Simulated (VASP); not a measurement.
Shape and ions are relaxed at each volume.

Here is the system:

```
CELL_PARAMETERS angstrom
      4.90280     0.00000     0.00000
      0.00000     4.90280     0.00000
      0.00000     0.00000     3.32598
ATOMIC_POSITIONS crystal
  Mn 0.00000 0.00000 0.00000
  Mn 0.50000 0.50000 0.50000
  F  0.30319 0.30319 0.00000
  F  0.80319 0.19681 0.50000
  F  0.19681 0.80319 0.50000
  F  0.69681 0.69681 0.00000
```
Starting moments (μB, in the order of the record's atoms Mn Mn F F F F): 4.5 -4.5 0.0 0.0 0.0 0.0.

Method: PBE GGA with D3 dispersion (zero damping), VASP's PBE PAW potentials (set 64) (plane waves; VASP). Numerical set-up: 520 eV cut-off, 5×5×7 Γ-centred mesh, Gaussian smearing of 0.050 eV, potentials Mn_pv F.

Give the energy at these volumes per atom, relative to the lowest: 12.46, 12.86, 13.26, 13.66, 14.06 Å³.

17.4, 4.7, 0.0, 2.1, 10.0 meV/atom. A third-order Birch-Murnaghan fit gives B0 = 89.1 GPa and B0′ = 4.4.

The compound is MnF2 in the rutile structure. It was relaxed first.
